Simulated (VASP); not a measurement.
```
WC
1.0
    1.47327    -2.52471     0.00000
    1.47327     2.52471     0.00000
    0.00000     0.00000     2.79935
W C
1 1
Direct
  0.00000   0.00000   0.00000
  0.35019   0.68352   0.50000
```

These are PBE GGA, VASP's PBE PAW potentials (set 64) (plane waves; VASP) values and carry that method's errors. Run with 520 eV cut-off, 13×13×12 Γ-centred mesh, first-order Methfessel-Paxton smearing of 0.10 eV, potentials W_sv C.

Unless said otherwise, spin-orbit coupling is left out, though it shifts the bands of the heavy elements here.

Estimate the energy per atom (σ→0), pressure, largest force, band gap (on the k-mesh) with the smallest direct gap where there is one.

* **band gap (on the k-mesh)**: none (metal, semimetal or under 0.01 eV)
* **energy per atom (σ→0)**: -1081.1 kJ/mol-atom
* **pressure**: 6.69 GPa
* **largest force**: 0.776 eV/Å

The absolute energy has meaning only against runs of the same code, potentials and settings.

The compound is WC in the wc structure. The cell was not relaxed at this level, atoms are displaced from their ideal sites. The run is one of a series of settings (EDIFF = 1E-8 against the base run), some of them coarse on purpose.
